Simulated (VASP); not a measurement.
Ta:

```
Ta
1.0
    -1.65128    1.65128    1.65128
     1.65128   -1.65128    1.65128
     1.65128    1.65128   -1.65128
Ta
1
Direct
  0.00000 0.00000 0.00000
```

```yaml
Program: VASP 6.6.1
Task: relaxation of cell and atoms
Functional: PBE
Potentials_or_basis: VASP PAW PBE potentials, release 64 (Ta_pv)
Cutoff: 520 eV
k_mesh: 18 × 18 × 18
Occupations: gaussian, width 1 eV
Spin: no spin polarisation
```

At the start: pressure 5.8 GPa; volume 18.01 Å³/atom.

Q: Where does the relaxation end?

A: Over 4 steps the energy falls by 9.3 meV/atom and the volume is 18.54 Å³/atom (+3.0 %); space group Im-3m (No. 229, to 0.05 Å).

The path:
```tsv
step	energy change (eV)	largest force (eV/Å)	pressure (GPa)	volume (Å³)
1	0.0000	0.0000	5.77	18.01
2	0.0325	0.0000	-10.49	19.75
3	-0.0093	0.0000	-0.11	18.55
4	-0.0093	0.0000	0.00	18.54
```

Final structure:
```xyz
1
Lattice="-1.6674 1.6674 1.6674 1.6674 -1.6674 1.6674 1.6674 1.6674 -1.6674" Properties=species:S:1:pos:R:3 pbc="T T T"
Ta    0.0000    0.0000    0.0000
```
